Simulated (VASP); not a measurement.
# GW on SiC (Moissanite 3C), part 5 of 5

How does the gap of SiC (Moissanite 3C) change from the starting functional to GW? The cell is of the zinc-blende type, one of the forms listed for this formula. The start is a cell from a database of measured crystal structures.

VASP 6.6.1, plane waves and PAW; the level of theory is named at each step.

So far, quasiparticle gap on the mesh (eV): step 3 (G0W0, functional PBE, start PBE, G0W0 on PBE) 2.07; step 10 (G0W0, functional HSE with 0.16 exact exchange, start HSE with 0.16 exact …) 2.32; step 13 (G0W0, functional HSE with 0.25 exact exchange, start HSE with 0.25 exact …) 2.46; step 16 (G0W0, functional HSE with 0.33 exact exchange, start HSE with 0.33 exact …) 2.58; step 19 (G0W0, functional HSE with 0.42 exact exchange, start HSE with 0.42 exact …) 2.72.

### 22. G0W0, functional HSE with 0.50 exact exchange, start HSE with 0.50 exact exchange

This step: G0W0 on HSE with 0.50 exact exchange; plane waves and PAW (Si_GW, C_GW) (VASP 6.6.1).

One pass of GW corrects the levels to first order, with G and W from the starting orbitals.

INCAR reads:

```
SYSTEM = SiC
PREC = Accurate
ENCUT = 440
ISMEAR = 0
SIGMA = 0.01
LREAL = .FALSE.
LHFCALC = .TRUE.
AEXX = 0.5
GGA = PE
LASPH = .TRUE.
NBANDS = 64
PRECFOCK = Fast
HFSCREEN = 0.2
ALGO = EVGW0
NELMGW = 1
ENCUTGW = 120
NOMEGA = 64
NBANDSGW = 16
LWAVE = .FALSE.
LCHARG = .FALSE.
```

POSCAR reads:

```
SiC
1.0
    0.0000000000      2.1790000000      2.1790000000
    2.1790000000      0.0000000000      2.1790000000
    2.1790000000      2.1790000000      0.0000000000
Si C
1 1
Direct
    0.0000000000      0.0000000000      0.0000000000
    0.7500000000      0.7500000000      0.7500000000
```

KPOINTS reads:

```
Automatic mesh
0
Gamma
6 6 6
0 0 0
```

Potentials, in the order of the species: Si_GW and C_GW (PBE family, release 64).

The run starts from files that an earlier step left in the folder.

Command:

```sh
$ mpirun -np 8 vasp_std
```

Output:

```text
[banner, memory and clock lines left out]
running    8 mpi-ranks, on    1 nodes
[...]
[... a notice as in an earlier step ...]

 [... a notice as in an earlier step ...]

 LDA part: xc-table for (Slater+PW92), standard interpolation
 found WAVECAR, reading the header
 POSCAR, INCAR and KPOINTS ok, starting setup
[...]
reading WAVECAR
 the WAVECAR file was read successfully
 initial charge from wavefunction
 available memory per node:     66.27 GB, setting MAXMEM to     67860

 The Fermi energy was updated, please check that it is located mid-gap
 values below the HOMO (VB) or above the LUMO (CB) will cause erroneous energies
 E-fermi :   8.0788

 calculate exact exchange contribution
 the WAVEDER file was read successfully
energies w=
    0.000    0.000    0.716    0.000    1.430    0.000    2.141    0.000
    2.847    0.000    3.548    0.000    4.241    0.000    4.926    0.000
    5.602    0.000    6.270    0.000    6.928    0.000    7.577    0.000
[...]
total number of BLAS operations        112.27 Gflops
NQ=  12   -0.3333    0.3333    0.0000,
|.........|.........|.........|.........|.........|.........|.........|.........
 performed       4038000 updates of chi_q(r,r)
 total number of BLAS operations        124.54 Gflops
NQ=  13    0.5000    0.5000    0.0000,
|.........|.........|.........|.........|.........|.........|.........|.........
 performed       4235000 updates of chi_q(r,r)
 total number of BLAS operations        131.02 Gflops
NQ=  14    0.5000    0.3333    0.1667,
|.........|.........|.........|.........|.........|.........|.........|.........
 performed       4748000 updates of chi_q(r,r)
 total number of BLAS operations        146.81 Gflops
NQ=  15   -0.3333    0.3333    0.1667,
|.........|.........|.........|.........|.........|.........|.........|.........
 performed       5228000 updates of chi_q(r,r)
 total number of BLAS operations        161.58 Gflops
NQ=  16   -0.3333    0.5000    0.1667,
|.........|.........|.........|.........|.........|.........|.........|.........
 performed       5616000 updates of chi_q(r,r)
 total number of BLAS operations        173.53 Gflops
 resolving degeneracies of screened two electron integrals

 calculate QP shifts <psi_nk| G(iteration)W_0 |psi_nk>: iteration 1
 entering main loop
```

Elapsed: 55 s, on 8 MPI ranks of Intel Xeon Platinum 8488C (Sapphire Rapids), shared host; peak memory 1.9 GiB; 7.2 min of CPU time.

OUTCAR, selected parts (step 22):

```text
 QP shifts <psi_nk| G(iteration)W_0 |psi_nk>: iteration 1
 for sc-GW calculations column KS-energies equals QP-energies in previous step
 and V_xc(KS)=  KS-energies - (<T + V_ion + V_H > + <T+V_H+V_ion>^1  + <V_x>^1)
 k-point   1 :       0.0000    0.0000    0.0000
  band No.  KS-energies  QP-energies   sigma(KS)   V_xc(KS)     V^pw_x(r,r')   Z            occupation Imag(sigma)
      1     -12.0437     -10.1001     -14.6761     -17.2239     -21.7754       0.7628       2.0000       1.2209
      2       6.4752       6.8887     -15.5465     -16.0445     -17.5496       0.8304       2.0000       0.0446
      3       6.4752       6.8887     -15.5465     -16.0445     -17.5496       0.8304       2.0000       0.0446
      4       6.4752       6.8887     -15.5465     -16.0445     -17.5496       0.8304       2.0000       0.0446
      5      15.3913      15.2047     -11.7182     -11.4916      -6.9973       0.8237       0.0000      -0.0820
      6      16.4255      16.2738     -10.2823     -10.1003      -5.6720       0.8332       0.0000      -0.0770
      7      16.4255      16.2738     -10.2823     -10.1003      -5.6720       0.8332       0.0000      -0.0770
      8      16.4255      16.2738     -10.2823     -10.1003      -5.6720       0.8332       0.0000      -0.0770
    ...

[... 2 parts as in an earlier step ...]

[... 1 further part left out ...]
[key lines of the parts left out:]
E-fermi :   8.0788
```

GW takes the gap from 3.207 to 2.837 eV. That is +766 meV against G0W0 on PBE. The value holds for 64 bands, ENCUTGW = 120 eV and this mesh, and isn't shown to be converged in them.

### 23. Summary

This step: GW series: G0W0 on PBE, G0W0 on HSE with 0.08 exact exchange, G0W0 on HSE with 0.16 exact exchange, G0W0 on HSE with 0.25 exact exchange, G0W0 on HSE with 0.33 exact exchange, G0W0 on HSE with 0.42 exact exchange, G0W0 on HSE with 0.50 exact exchange; plane waves and PAW (VASP 6.6.1).

This step runs nothing: it gathers the runs above.

G0W0 on a 6x6x6 mesh; cost is wall time times ranks on a shared host, with the step that makes the empty bands but not the self-consistent start. G0W0 series:

```
share of exact exchange  gap of the starting hybrid (eV)  quasiparticle gap (eV)  direct quasiparticle gap (eV)  cost (core minutes)
                      0                            1.346                   2.071                          5.536                 7.57
                   0.08                            1.624                   2.197                          5.697                52.81
                   0.16                            1.912                   2.321                          5.853                55.88
                   0.25                            2.244                   2.461                          6.027                55.75
                   0.33                            2.546                   2.583                          6.178                53.08
                   0.42                            2.893                   2.718                          6.343                55.21
                    0.5                            3.207                   2.837                          6.488                52.15
```

### 24. What came out

```json
{
 "G0W0 on PBE, 64 bands, ENCUTGW 120 eV, NOMEGA 64, mesh 6×6×6": "1.346 → 2.071 eV",
 "G0W0 on HSE with 0.08 exact exchange, 64 bands, ENCUTGW 120 eV, NOMEGA 64, mesh 6×6×6": "1.624 → 2.197 eV",
 "G0W0 on HSE with 0.16 exact exchange, 64 bands, ENCUTGW 120 eV, NOMEGA 64, mesh 6×6×6": "1.912 → 2.321 eV",
 "G0W0 on HSE with 0.25 exact exchange, 64 bands, ENCUTGW 120 eV, NOMEGA 64, mesh 6×6×6": "2.244 → 2.461 eV",
 "G0W0 on HSE with 0.33 exact exchange, 64 bands, ENCUTGW 120 eV, NOMEGA 64, mesh 6×6×6": "2.546 → 2.583 eV",
 "G0W0 on HSE with 0.42 exact exchange, 64 bands, ENCUTGW 120 eV, NOMEGA 64, mesh 6×6×6": "2.893 → 2.718 eV",
 "G0W0 on HSE with 0.50 exact exchange, 64 bands, ENCUTGW 120 eV, NOMEGA 64, mesh 6×6×6": "3.207 → 2.837 eV"
}
```

**Reading.** G0W0 gives a quasiparticle gap of 2.071 eV on the mesh, 0.73 eV over the PBE gap on the same mesh. One-shot gaps: 2.071 eV from PBE, 2.197 eV from HSE with 0.08 exact exchange, 2.321 eV from HSE with 0.16 exact exchange, 2.461 eV from HSE with 0.25 exact exchange, 2.583 eV from HSE with 0.33 exact exchange, 2.718 eV from HSE with 0.42 exact exchange and 2.837 eV from HSE with 0.50 exact exchange. The starting gaps span 1.86 eV and the one-shot gaps 0.77 eV. For each 0.1 of exact exchange the starting gap grows by 0.37 eV and the G0W0 gap by 0.15 eV (straight-line fits). The two lines cross at a share of 0.34, where G0W0 leaves the gap unchanged at these settings; a fuller basis would move that share. All hybrids screen the exact exchange as HSE06 does (HFSCREEN = 0.2) and differ in its share alone. Bands, response cutoff and mesh weren't tested for convergence, and band edges off the mesh aren't seen. Not tabulated here, as repeats of values shown or as unfit to read for their mesh, reference level or band range: eps2 curves (empty bands); eps1 curves and static values (empty bands); gaps (empty bands).

[Lines on the potential files, build, host, timing and source positions are cut from VASP's logs without a mark.]

[Logs are printed without paths, hosts, clocks, repeated set-up lines and the standing remarks that a program may print on its own settings, such as how far it seeks lower states.]

[Hosts, paths, dates, database ids (printed as entryN), source tags and the programs' standing remarks are cut or masked in the printed files.]

[Pressures printed for these runs are not shown converged in the cutoff: they can be off by several GPa and have the wrong sign.]
